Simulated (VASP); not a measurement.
A cell of K (bcc) near equilibrium:

```
CELL_PARAMETERS angstrom
     -2.60615     2.60615     2.60615
      2.60615    -2.60615     2.60615
      2.60615     2.60615    -2.60615
ATOMIC_POSITIONS crystal
  K  0.00000 0.00000 0.00000
```

Calculation: PBEsol GGA, VASP's PBE PAW potentials (set 64) (plane waves; VASP).

| run | ΔE (meV/atom) | σxx | σyy | σzz | largest shear component, with its sign (GPa) | largest force (eV/Å) |
|---|---|---|---|---|---|---|
| as it is | 0.0 | 0.00 | 0.00 | 0.00 | 0.00 | 0.000 |
| after one change | 14.0 | 0.58 | 0.58 | 0.58 | 0.00 | 0.000 |
Stress is in GPa, positive when the cell is compressed.

Question: What was changed between the two runs?
A. uniaxial strain of -1.5 % along z
B. isotropic strain of -4.0 %
C. biaxial strain of +4.0 % in the xz plane
D. uniaxial strain of -0.5 % along y

Answer: B, isotropic strain of -4.0 %

The compound is K in the bcc structure.
